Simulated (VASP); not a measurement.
OSZICAR of a VASP run on Cr (bcc, AFM order):

File OSZICAR:
```
       N       E                     dE             d eps       ncg     rms          rms(c)
DAV:   1     0.241464833790E+03    0.24146E+03   -0.14445E+04  3584   0.182E+03
DAV:   2    -0.555983569476E+01   -0.24702E+03   -0.24523E+03  3768   0.501E+02
DAV:   3    -0.136830304375E+02   -0.81232E+01   -0.80864E+01  4672   0.104E+02
DAV:   4    -0.137981278106E+02   -0.11510E+00   -0.11500E+00  4208   0.125E+01
DAV:   5    -0.138011878353E+02   -0.30600E-02   -0.30575E-02  5232   0.157E+00    0.154E+01
DAV:   6    -0.113192507239E+02    0.24819E+01   -0.17069E+01  3856   0.487E+01    0.375E+00
DAV:   7    -0.113187286181E+02    0.52211E-03   -0.25343E-01  3784   0.727E+00    0.210E+00
DAV:   8    -0.113194619283E+02   -0.73331E-03   -0.24510E-02  4432   0.154E+00    0.110E+00
DAV:   9    -0.113216547451E+02   -0.21928E-02   -0.65480E-02  4576   0.199E+00    0.313E-01
DAV:  10    -0.113222684349E+02   -0.61369E-03   -0.18262E-03  4496   0.412E-01    0.224E-01
DAV:  11    -0.113230211229E+02   -0.75269E-03   -0.96791E-03  4808   0.586E-01    0.160E-01
DAV:  12    -0.113234669778E+02   -0.44585E-03   -0.10266E-02  4640   0.644E-01    0.608E-02
DAV:  13    -0.113235234976E+02   -0.56520E-04   -0.86902E-04  4592   0.199E-01    0.281E-02
DAV:  14    -0.113235401468E+02   -0.16649E-04   -0.84111E-05  4712   0.606E-02    0.864E-03
DAV:  15    -0.113235434503E+02   -0.33035E-05   -0.32044E-05  4456   0.338E-02    0.163E-03
DAV:  16    -0.113235432548E+02    0.19544E-06   -0.86165E-07  1824   0.873E-03
   1 F= -.11323543E+02 E0= -.11323657E+02  d E =-.113235E+02  mag=    -0.0000
```

### Question
Which electronic solver shows in the log?

### Answer
It is blocked Davidson (ALGO = Normal, or the opening steps of other solvers). The INCAR had ALGO = Normal.

### Question
How was spin treated?

### Answer
Collinear spin (ISPIN = 2): the summary line carries one mag value, 0.00 μB in the cell.

### Question
Can the final energy be trusted as converged?

### Answer
Self-consistency was reached. It stopped with EDIFF = 1E-6, NELM = 100, NSW = 60 and EDIFFG = -0.01 after 1 ionic step (vdW-DF2, plane waves, VASP's PBE PAW potentials (set 64)).

The compound is Cr in the bcc, AFM order structure. It was relaxed first. The start is the result of an earlier pass.
